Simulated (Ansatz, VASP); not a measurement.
**Mg3Zr in VASP and in Ansatz**

Contents of INCAR:

```
  PREC = Accurate
  ENCUT = 520
  EDIFF = 1E-7
  ISMEAR = 1
  SIGMA = 0.1
  LREAL = False
  LASPH = True
  NELM = 100
  ALGO = Normal
  ISIF = 2
  LWAVE = False
  LCHARG = False
  GGA = CA
  NBANDS = 17
```

File KPOINTS:

```
Automatic mesh
0
Gamma
  6 6 6
```

File POSCAR:

```
Mg3Zr
1.0
    4.9859230000      0.0000000000      0.0000000000
    2.4929615000      4.3179359793      0.0000000000
    2.4929615000      1.4393119931      4.0709890823
Mg Zr
3 1
Direct
    0.0000000000      0.0000000000      0.0000000000
    0.2500000000      0.2500000000      0.2500000000
    0.7500000000      0.7500000000      0.7500000000
    0.5000000000      0.5000000000      0.5000000000
```

Input for Ansatz:

```yaml
crystal:
  lattice:
    a: 4.985923
    b: 4.985923
    c: 4.985923
    alpha: 60.0
    beta: 60.0
    gamma: 60.0
  atoms:
    - { symbol: Mg, position: [0.0, 0.0, 0.0] }
    - { symbol: Mg, position: [0.25, 0.25, 0.25] }
    - { symbol: Mg, position: [0.75, 0.75, 0.75] }
    - { symbol: Zr, position: [0.5, 0.5, 0.5] }
kpoints:
  mp_grid:
    grid: [6, 6, 6]
hamiltonian:
  xc: lda
  pseudopotentials:
    kind: paw
scf:
  occupations:
    method: cold
    width: 0.1
output:
  forces: true
  stress: true
```

The cell comes from a database or a generator and needn't be the stable form of this composition.

Alike in both runs: task single point; functional LDA; k mesh 6 × 6 × 6; no spin polarisation.

|  | VASP | Ansatz |
| --- | --- | --- |
| version | VASP 6.6.1 | Ansatz 0.2.0 |
| potentials or method | VASP PAW LDA potentials, release 64 (Mg, Zr_sv) | plane waves, PAW |
| plane-wave cutoff (eV) | 520 | 420 |
| occupations | methfessel-paxton of order 1, width 0.1 eV | cold, width 0.1 eV |
| valence electrons in the cell | 18 | 42 |

Ansatz gave:

```
pressure (GPa) : -3.5
```

What did VASP give for the same quantities?

Pressure (GPa): -3.9.

The two sets of potentials don't hold the same shells in valence.
